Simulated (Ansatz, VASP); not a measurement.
# TaN: VASP beside Ansatz, part 2 of 3

One calculation is typed for both programs; each brings its own data sets. How far apart do they land? The cell is taken from a series of runs on this material, whose earlier steps may have relaxed, scaled, displaced or heated it; both programs get it as it stands.

VASP 6.6.1 and Ansatz 0.2.0.

So far: Starting point; Ansatz: zone-centre phonons, LDA.

## Step 3: VASP: zone-centre phonons, LDA

Level of this step: LDA; plane waves and PAW (N, Ta_pv) (VASP).

The same cell, functional (in two slightly different forms), mesh and smearing now go to VASP, with its own data sets.

Lines of VASP's logs that name or quote its potential files are left out, and so is its time.

The input, INCAR:

```
SYSTEM = TaN
PREC = Accurate
ENCUT = 600
EDIFF = 1E-08
NELM = 120
ISMEAR = 1
SIGMA = 0.2
LREAL = .FALSE.
ALGO = Normal
GGA = PW92
NBANDS = 30
LASPH = .TRUE.
LORBIT = 11
LWAVE = .FALSE.
LCHARG = .FALSE.
ISIF = 2
IBRION = 8
GGA_COMPAT = .FALSE.
KPAR = 2
```

The input, POSCAR:

```
TaN
1.0
    4.9953837168      0.0000000000      0.0000000000
   -2.4976918584      4.3261292004      0.0000000000
    0.0000000000      0.0000000000      2.8097342520
N Ta
3 3
Direct
    0.3969732036      0.0000000000      0.0000000000
    0.6030267964      0.6030267964      0.0000000000
    0.0000000000      0.3969732036      0.0000000000
    0.3333333333      0.6666666667      0.5000000000
    0.6666666667      0.3333333333      0.5000000000
    0.0000000000      0.0000000000      0.0000000000
```

The input, KPOINTS:

```
Automatic mesh
0
Gamma
9 9 12
0 0 0
```

Potentials, in the order of the species: N and Ta_pv (LDA family, release 64).

Started as:

```bash
$ mpirun -np 2 vasp_std
```

The program printed:

```text
[banner, memory and clock lines left out]
running    2 mpi-ranks, on    1 nodes
 distrk:  each k-point on    1 cores,    2 groups
 distr:  one band on    1 cores,    1 groups

 POSCAR found type information on POSCAR N Ta
 POSCAR found :  2 types and       6 ions
|                                                                             |
|               ----> ADVICE to this user running VASP <----                  |
|                                                                             |
|     You enforced a specific xc type in the INCAR file but a different       |
|     [... a line on the potential file left out ...]
|     I HOPE YOU KNOW WHAT YOU ARE DOING!                                     |
|                                                                             |

 LDA part: xc-table for (Slater(with rela. corr.)+PW92), standard interpolation
 POSCAR, INCAR and KPOINTS ok, starting setup
 FFT: planning ... GRIDC
 FFT: planning ... GRID_SOFT
 FFT: planning ... GRID
 WAVECAR not read
 entering main loop
       N       E                     dE             d eps       ncg     rms          rms(c)
DAV:   1     0.488356277305E+03    0.48836E+03   -0.29019E+04  5040   0.190E+03
DAV:   2    -0.515904934890E+02   -0.53995E+03   -0.51974E+03  5838   0.517E+02
DAV:   3    -0.828314635555E+02   -0.31241E+02   -0.30722E+02  6070   0.116E+02
DAV:   4    -0.834911234723E+02   -0.65966E+00   -0.65428E+00  6176   0.160E+01
DAV:   5    -0.835077827868E+02   -0.16659E-01   -0.16644E-01  6218   0.199E+00    0.541E+01
DAV:   6    -0.738521369662E+02    0.96556E+01   -0.52589E+01  6006   0.416E+01    0.239E+01
DAV:   7    -0.736564748239E+02    0.19566E+00   -0.22683E+00  6062   0.910E+00    0.121E+01
DAV:   8    -0.735815519625E+02    0.74923E-01   -0.24917E-01  6118   0.376E+00    0.996E-01
DAV:   9    -0.735721786657E+02    0.93733E-02   -0.30597E-02  6510   0.161E+00    0.334E-01
DAV:  10    -0.735717568811E+02    0.42178E-03   -0.85881E-03  6066   0.497E-01    0.124E-01
DAV:  11    -0.735715460518E+02    0.21083E-03   -0.19941E-03  6156   0.282E-01    0.417E-02
DAV:  12    -0.735715273115E+02    0.18740E-04   -0.14538E-04  6114   0.742E-02    0.127E-02
DAV:  13    -0.735715276370E+02   -0.32557E-06   -0.56718E-06  6156   0.156E-02    0.299E-03
DAV:  14    -0.735715276370E+02    0.40927E-10   -0.37183E-07  6320   0.424E-03    0.117E-03
DAV:  15    -0.735715276259E+02    0.11053E-07   -0.46977E-08  5442   0.149E-03    0.338E-04
DAV:  16    -0.735715276243E+02    0.15925E-08   -0.65697E-09  3960   0.542E-04
   1 F= -.73571528E+02 E0= -.73572496E+02  d E =0.290650E-02
 Linear response reoptimize wavefunctions to high precision
DAV:   1    -0.735715276244E+02   -0.83674E-10   -0.12510E-09  3948   0.220E-04
DAV:   2    -0.735715276244E+02    0.72760E-11   -0.33337E-10  3780   0.103E-04
 Linear response DOF=           7
 Linear response progress:
  Degree of freedom:   1/  7
       N       E                     dE             d eps       ncg     rms          rms(c)
RMM:   1    -0.252875081365E+00   -0.25288E+00    0.13114E-01 21593   0.250E+00
RMM:   2    -0.244970904579E+00    0.79042E-02   -0.13463E-02 17233   0.514E-01    0.437E-01
RMM:   3    -0.245875096263E+00   -0.90419E-03   -0.34440E-03 17995   0.238E-01    0.261E-01
RMM:   4    -0.247191277345E+00   -0.13162E-02   -0.87320E-04 16968   0.127E-01    0.710E-02
RMM:   5    -0.247501091221E+00   -0.30981E-03   -0.11786E-04 19026   0.442E-02    0.272E-02
RMM:   6    -0.247488312504E+00    0.12779E-04   -0.16671E-05 19581   0.164E-02    0.533E-03
RMM:   7    -0.247458779725E+00    0.29533E-04   -0.13738E-06 17832   0.630E-03    0.119E-03
RMM:   8    -0.247457688933E+00    0.10908E-05   -0.13374E-06 20790   0.209E-03    0.565E-04
RMM:   9    -0.247459068025E+00   -0.13791E-05   -0.59729E-07 19083   0.621E-04    0.229E-04
RMM:  10    -0.247458791402E+00    0.27662E-06    0.16419E-07 19970   0.268E-04    0.695E-05
RMM:  11    -0.247458899593E+00   -0.10819E-06   -0.14612E-07 19744   0.134E-04    0.285E-05
RMM:  12    -0.247458945980E+00   -0.46386E-07    0.24723E-08 20527   0.833E-05    0.601E-06
RMM:  13    -0.247458954952E+00   -0.89725E-08   -0.54819E-09 20577   0.644E-05    0.249E-06
 first order change of Fermi-energy  -0.11144E-01
 force on displaced ion       1 direction 1 : -25.971   0.000   0.000
 Linear response progress:
  Degree of freedom:   2/  7
       N       E                     dE             d eps       ncg     rms          rms(c)
RMM:   1    -0.252129384666E+00   -0.25213E+00    0.15967E-01 35819   0.253E+00
RMM:   2    -0.244853631905E+00    0.72758E-02   -0.16805E-02 28505   0.558E-01    0.494E-01
RMM:   3    -0.245575693849E+00   -0.72206E-03   -0.38789E-03 29689   0.264E-01    0.307E-01
RMM:   4    -0.246809142052E+00   -0.12334E-02   -0.94728E-04 27452   0.137E-01    0.907E-02
[...]
RMM:   9    -0.247184577680E+00   -0.17218E-05   -0.76356E-08 32996   0.753E-04    0.162E-04
RMM:  10    -0.247183976681E+00    0.60100E-06    0.41737E-08 32706   0.328E-04    0.579E-05
RMM:  11    -0.247184384341E+00   -0.40766E-06   -0.51012E-08 32520   0.167E-04    0.154E-05
RMM:  12    -0.247184416867E+00   -0.32526E-07    0.18135E-09 34643   0.910E-05    0.796E-06
RMM:  13    -0.247184426001E+00   -0.91337E-08   -0.27903E-08 33791   0.688E-05    0.223E-06
 first order change of Fermi-energy  -0.22163E-04
[...]
RMM:  13    -0.202395735131E+00   -0.15446E-06   -0.20138E-06 36621   0.162E-04    0.877E-06
RMM:  14    -0.202395676097E+00    0.59034E-07   -0.40079E-07 36311   0.127E-04    0.574E-06
RMM:  15    -0.202395761510E+00   -0.85413E-07   -0.79857E-07 36519   0.110E-04    0.247E-06
RMM:  16    -0.202395727663E+00    0.33847E-07   -0.19067E-07 36068   0.979E-05    0.960E-07
RMM:  17    -0.202395764303E+00   -0.36641E-07   -0.45258E-07 37522   0.915E-05    0.829E-07
RMM:  18    -0.202395750109E+00    0.14194E-07   -0.13659E-07 36794   0.883E-05    0.260E-07
RMM:  19    -0.202395766042E+00   -0.15933E-07   -0.26894E-07 32567   0.858E-05    0.325E-07
RMM:  20    -0.202395758207E+00    0.78356E-08   -0.12289E-07 34644   0.846E-05    0.126E-07
RMM:  21    -0.202395768052E+00   -0.98453E-08   -0.19156E-07 33354   0.837E-05    0.114E-07
RMM:  22    -0.202395760782E+00    0.72700E-08   -0.11525E-07 32144   0.832E-05    0.159E-07
RMM:  23    -0.202395765704E+00   -0.49224E-08   -0.15474E-07 32317   0.829E-05    0.822E-08
 first order change of Fermi-energy  -0.45641E-03
 force on displaced ion       4 direction 1 : -37.836  -0.000   0.000
 Linear response progress:
  Degree of freedom:   5/  7
       N       E                     dE             d eps       ncg     rms          rms(c)
RMM:   1    -0.138277885939E+00   -0.13828E+00    0.10298E+01 10788   0.192E+01
RMM:   2    -0.164251072547E+00   -0.25973E-01   -0.40862E-02 17264   0.122E+00    0.144E-01
RMM:   3    -0.163663995698E+00    0.58708E-03   -0.68695E-03 18639   0.314E-01    0.790E-02
RMM:   4    -0.163118617979E+00    0.54538E-03   -0.88802E-04 21364   0.120E-01    0.268E-02
RMM:   5    -0.162953445476E+00    0.16517E-03   -0.76577E-05 20892   0.291E-02    0.722E-03
RMM:   6    -0.162912044561E+00    0.41401E-04   -0.29694E-05 20660   0.109E-02    0.119E-03
RMM:   7    -0.162911620384E+00    0.42418E-06   -0.19493E-05 21227   0.409E-03    0.491E-04
RMM:   8    -0.162911817669E+00   -0.19729E-06   -0.11822E-05 20993   0.179E-03    0.120E-04
RMM:   9    -0.162912516526E+00   -0.69886E-06   -0.69593E-06 21621   0.880E-04    0.673E-05
RMM:  10    -0.162912937250E+00   -0.42072E-06   -0.38470E-06 19715   0.529E-04    0.210E-05
RMM:  11    -0.162913089076E+00   -0.15183E-06   -0.23116E-06 21779   0.323E-04    0.102E-05
RMM:  12    -0.162913040049E+00    0.49027E-07   -0.10606E-06 21711   0.217E-04    0.666E-06
RMM:  13    -0.162913141938E+00   -0.10189E-06   -0.59059E-07 20449   0.179E-04    0.551E-06
RMM:  14    -0.162913037910E+00    0.10403E-06    0.22202E-07 20631   0.141E-04    0.273E-06
RMM:  15    -0.162913016273E+00    0.21637E-07    0.52175E-07 21392   0.118E-04    0.440E-06
RMM:  16    -0.162912972733E+00    0.43540E-07    0.10354E-06 19009   0.106E-04    0.531E-06
RMM:  17    -0.162912967186E+00    0.55467E-08    0.11502E-06 19270   0.994E-05    0.560E-06
RMM:  18    -0.162912958630E+00    0.85567E-08    0.13495E-06 21291   0.951E-05    0.521E-06
 first order change of Fermi-energy   0.16699E-03
 force on displaced ion       4 direction 3 :  -0.000   0.000 -33.428
 Linear response progress:
  Degree of freedom:   6/  7
       N       E                     dE             d eps       ncg     rms          rms(c)
RMM:   1    -0.175695339578E+00   -0.17570E+00    0.10774E+01 10873   0.185E+01
RMM:   2    -0.208107463184E+00   -0.32412E-01   -0.54003E-02 17077   0.129E+00    0.328E-01
RMM:   3    -0.207754284056E+00    0.35318E-03   -0.86036E-03 18723   0.296E-01    0.193E-01
RMM:   4    -0.207365510112E+00    0.38877E-03   -0.92453E-04 19318   0.133E-01    0.621E-02
RMM:   5    -0.207262987862E+00    0.10252E-03   -0.12085E-04 20022   0.436E-02    0.256E-02
RMM:   6    -0.207221802877E+00    0.41185E-04   -0.41440E-05 20858   0.183E-02    0.482E-03
RMM:   7    -0.207220089258E+00    0.17136E-05   -0.77415E-06 19660   0.105E-02    0.241E-03
RMM:   8    -0.207219658224E+00    0.43103E-06   -0.12462E-06 19579   0.516E-03    0.730E-04
RMM:   9    -0.207222570846E+00   -0.29126E-05   -0.30885E-06 20546   0.221E-03    0.442E-04
RMM:  10    -0.207223429869E+00   -0.85902E-06   -0.56070E-07 19575   0.136E-03    0.231E-04
RMM:  11    -0.207224018279E+00   -0.58841E-06   -0.11589E-06 20432   0.640E-04    0.120E-04
RMM:  12    -0.207224147648E+00   -0.12937E-06   -0.73188E-07 20776   0.433E-04    0.266E-05
RMM:  13    -0.207224288952E+00   -0.14130E-06   -0.54243E-07 21403   0.271E-04    0.109E-05
RMM:  14    -0.207224424507E+00   -0.13555E-06   -0.33769E-07 21073   0.201E-04    0.787E-06
RMM:  15    -0.207224362035E+00    0.62472E-07   -0.28431E-07 20690   0.157E-04    0.861E-06
RMM:  16    -0.207224380858E+00   -0.18823E-07   -0.20405E-07 21658   0.128E-04    0.783E-06
RMM:  17    -0.207224400623E+00   -0.19766E-07   -0.12463E-07 21946   0.113E-04    0.722E-06
 first order change of Fermi-energy  -0.43333E-03
 force on displaced ion       6 direction 1 : -36.684   0.000   0.000
 Linear response progress:
  Degree of freedom:   7/  7
       N       E                     dE             d eps       ncg     rms          rms(c)
RMM:   1    -0.122328143680E+00   -0.12233E+00    0.12882E+01  8121   0.165E+01
RMM:   2    -0.148135523653E+00   -0.25807E-01   -0.34330E-02 11375   0.102E+00    0.143E-01
RMM:   3    -0.146893575980E+00    0.12419E-02   -0.48894E-03 12519   0.256E-01    0.698E-02
RMM:   4    -0.146073197512E+00    0.82038E-03   -0.75266E-04 13748   0.109E-01    0.317E-02
RMM:   5    -0.145723856178E+00    0.34934E-03   -0.55084E-05 14390   0.301E-02    0.344E-03
RMM:   6    -0.145749717763E+00   -0.25862E-04   -0.67980E-06 13446   0.935E-03    0.112E-03
RMM:   7    -0.145753461416E+00   -0.37437E-05   -0.16933E-06 14739   0.329E-03    0.600E-04
RMM:   8    -0.145757072714E+00   -0.36113E-05   -0.11850E-06 14084   0.122E-03    0.120E-04
RMM:   9    -0.145757496448E+00   -0.42373E-06   -0.64434E-07 14763   0.577E-04    0.478E-05
RMM:  10    -0.145757902816E+00   -0.40637E-06   -0.32584E-07 14470   0.319E-04    0.123E-05
RMM:  11    -0.145757995647E+00   -0.92832E-07   -0.18576E-07 14703   0.204E-04    0.701E-06
RMM:  12    -0.145758022092E+00   -0.26445E-07   -0.93306E-08 15436   0.140E-04    0.427E-06
RMM:  13    -0.145758064804E+00   -0.42712E-07   -0.60321E-08 14657   0.109E-04    0.190E-06
RMM:  14    -0.145758092390E+00   -0.27586E-07   -0.29729E-08 14985   0.901E-05    0.458E-07
RMM:  15    -0.145758101788E+00   -0.93982E-08   -0.19975E-08 14352   0.785E-05    0.322E-07
 first order change of Fermi-energy   0.49600E-03
 force on displaced ion       6 direction 3 :  -0.000   0.000 -13.021
 Linear response finished
```

[end of part 2 of 3]

[Lines on the potential files, build, host, timing and source positions are cut from VASP's logs without a mark.]

[Logs are printed without paths, hosts, clocks, repeated set-up lines and the standing remarks that a program may print on its own settings, such as how far it seeks lower states.]

[Hosts, paths, dates, database ids (printed as entryN), source tags and the programs' standing remarks are cut or masked in the printed files.]
